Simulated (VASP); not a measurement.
These are PBE GGA, VASP's PBE PAW potentials (set 64) (plane waves; VASP) values and carry that method's errors.

Input for VASP

File POSCAR:
```
Si
1.0
  0.0000000000   2.7155000000   2.7155000000
  2.7155000000   0.0000000000   2.7155000000
  2.7155000000   2.7155000000   0.0000000000
Si
2
Cartesian
  0.0000000000   0.0000000000   0.0000000000
  1.3577500000   1.3577500000   1.3577500000
```

**KPOINTS**
```
Regular mesh
0
G
6 6 6
0 0 0
```

**INCAR**
```
# general
SYSTEM  =  Si
PREC    =  Accurate
ENCUT   =  400
LREAL   =  .FALSE.
LASPH   =  .TRUE.   # aspherical one-centre terms

# electronic loop
EDIFF   =  1E-6   # SCF stop (eV)
NELM    =  100
ALGO    =  Normal   # blocked Davidson

# smearing
ISMEAR  =  0   # Gaussian
SIGMA   =  0.05   # width (eV)

# functional
GGA     =  PE   # PBE

# ions
ISIF    =  2   # forces and stress, cell fixed

# output
LWAVE   =  .FALSE.
LCHARG  =  .FALSE.
```

POTCAR, in this order: Si (PBE.64 set). Program: vasp_std.

The resulting files:

### OSZICAR
```
       N       E                     dE             d eps       ncg     rms          rms(c)
DAV:   1     0.365081353573E+01    0.36508E+01   -0.29200E+03   256   0.629E+02
DAV:   2    -0.108413371599E+02   -0.14492E+02   -0.14358E+02   408   0.744E+01
DAV:   3    -0.110039936113E+02   -0.16266E+00   -0.16266E+00   320   0.982E+00
DAV:   4    -0.110047913937E+02   -0.79778E-03   -0.79778E-03   408   0.780E-01
DAV:   5    -0.110047916880E+02   -0.29430E-06   -0.29430E-06   328   0.159E-02    0.489E+00
DAV:   6    -0.108774424132E+02    0.12735E+00   -0.83690E-02   320   0.152E+00    0.299E+00
DAV:   7    -0.108193927257E+02    0.58050E-01   -0.15875E-01   320   0.222E+00    0.195E-01
DAV:   8    -0.108205453512E+02   -0.11526E-02   -0.40996E-03   280   0.486E-01    0.744E-02
DAV:   9    -0.108207441146E+02   -0.19876E-03   -0.19374E-04   368   0.108E-01    0.571E-02
DAV:  10    -0.108207739394E+02   -0.29825E-04   -0.38114E-05   288   0.460E-02    0.118E-02
DAV:  11    -0.108207735147E+02    0.42479E-06   -0.46342E-07   360   0.508E-03
   1 F= -.10820774E+02 E0= -.10820774E+02  d E =-.320666E-11
```

### OUTCAR
```
------------------------ aborting loop because EDIFF is reached ----------------------------------------
  FORCE on cell =-STRESS in cart. coord.  units (eV):
  Direction    XX          YY          ZZ          XY          YZ          ZX
  --------------------------------------------------------------------------------------
  Total        0.4991582      0.4991582      0.4991582      0.0000000      0.0000000      0.0000000
  in kB       19.9696015     19.9696015     19.9696015      0.0000000      0.0000000      0.0000000
  external PRESSURE =      19.9696015 kB  Pullay stress =       0.0000000 kB
  volume of cell :       40.05
      direct lattice vectors                 reciprocal lattice vectors
     0.000000000  2.715500000  2.715500000    -0.184128153  0.184128153  0.184128153
     2.715500000  0.000000000  2.715500000     0.184128153 -0.184128153  0.184128153
     2.715500000  2.715500000  0.000000000     0.184128153  0.184128153 -0.184128153
 POSITION                                       TOTAL-FORCE (eV/Angst)
 -----------------------------------------------------------------------------------
      0.00000      0.00000      0.00000         0.000000      0.000000      0.000000
      1.35775      1.35775      1.35775        -0.000000     -0.000000     -0.000000
 -----------------------------------------------------------------------------------
    total drift:                                0.000000      0.000000     -0.000000
  FREE ENERGIE OF THE ION-ELECTRON SYSTEM (eV)
  ---------------------------------------------------
  free  energy   TOTEN  =       -10.8207735147 eV

  energy  without entropy=      -10.8207735147  energy(sigma->0) =      -10.82077351
```
(Selected blocks of OUTCAR.)

**OUTCAR**
```
 val. band max:        5.8322533740   @ k =   0.0000   0.0000   0.0000

 cond. band min:       6.5401471717   @ k =   0.5000   0.5000   0.0000


 Fermi energy:         6.0480138131

 k-point     1 :       0.0000    0.0000    0.0000
  band No.  band energies     occupation
      1      -6.1257      2.00000
      2       5.8323      2.00000
      3       5.8323      2.00000
      4       5.8323      2.00000
      5       8.3949      0.00000
      6       8.3949      0.00000
      7       8.3949      0.00000
      8       9.2045      0.00000

 k-point     2 :       0.1667    0.0000    0.0000
  band No.  band energies     occupation
      1      -5.7645      2.00000
      2       3.4530      2.00000
      3       5.3823      2.00000
      4       5.3823      2.00000
      5       8.1845      0.00000
      6       9.0422      0.00000
      7       9.0422      0.00000
      8      11.2895      0.00000

 k-point     3 :       0.3333    0.0000    0.0000
  band No.  band energies     occupation
      1      -4.7489      2.00000
      2       0.5005      2.00000
      3       4.8328      2.00000
      4       4.8328      2.00000
      5       7.5964      0.00000
      6       9.3372      0.00000
      7       9.3372      0.00000
      8      13.7010      0.00000

 k-point     4 :       0.5000    0.0000    0.0000
  band No.  band energies     occupation
      1      -3.7943      2.00000
      2      -1.1347      2.00000
      3       4.6348      2.00000
      4       4.6348      2.00000
      5       7.3711      0.00000
      6       9.1700      0.00000
      7       9.1700      0.00000
      8      13.5588      0.00000

 k-point     5 :       0.1667    0.1667    0.0000
  band No.  band energies     occupation
      1      -5.6415      2.00000
      2       3.7964      2.00000
      3       4.6401      2.00000
      4       4.6401      2.00000
      5       7.5363      0.00000
      6      10.1344      0.00000
      7      10.1770      0.00000
...
```

The compound is Si in the diamond structure. The cell was not relaxed at this level.
